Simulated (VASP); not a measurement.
Data:

```yaml
crystal:
  lattice:
    - [3.88895, 0.00000, 0.00000]
    - [0.00000, 3.88895, 0.00000]
    - [0.00000, 0.00000, 3.88895]
  atoms:
    - { symbol: Pd, position: [0.50000, 0.50000, 0.00000] }
    - { symbol: Pd, position: [0.00000, 0.50000, 0.50000] }
    - { symbol: Pd, position: [0.50000, 0.00000, 0.50000] }
    - { symbol: Au, position: [0.00000, 0.00000, 0.00000] }
```

All values below come from LDA (Ceperley-Alder, Perdew-Zunger), VASP's LDA PAW potentials (set 64) (plane waves; VASP 6.6.1). Numerical set-up: 400 eV cut-off, 7×7×7 Γ-centred mesh, first-order Methfessel-Paxton smearing of 0.10 eV, potentials Pd Au.

Unless said otherwise, spin-orbit coupling is left out, though it shifts the bands of the heavy elements here.

### Question
What does the run give for the energy per atom (σ→0), band gap (on the k-mesh) with the smallest direct gap where there is one?

### Answer

```
Quantity                                                     Value
------------------------  ----------------------------------------
band gap (on the k-mesh)  none (metal, semimetal or under 0.01 eV)
energy per atom (σ→0)                               -6.034 eV/atom
```

Only differences to runs with the same potentials and settings are physical.

The structure comes from a computed database's Pd3Au entry (Pm-3m); how it stands against other phases isn't given here. It was relaxed first, which changed the volume by -6 %. The start is the result of an earlier pass. The electron count is odd and the run is not spin-polarised, which forces a metal.
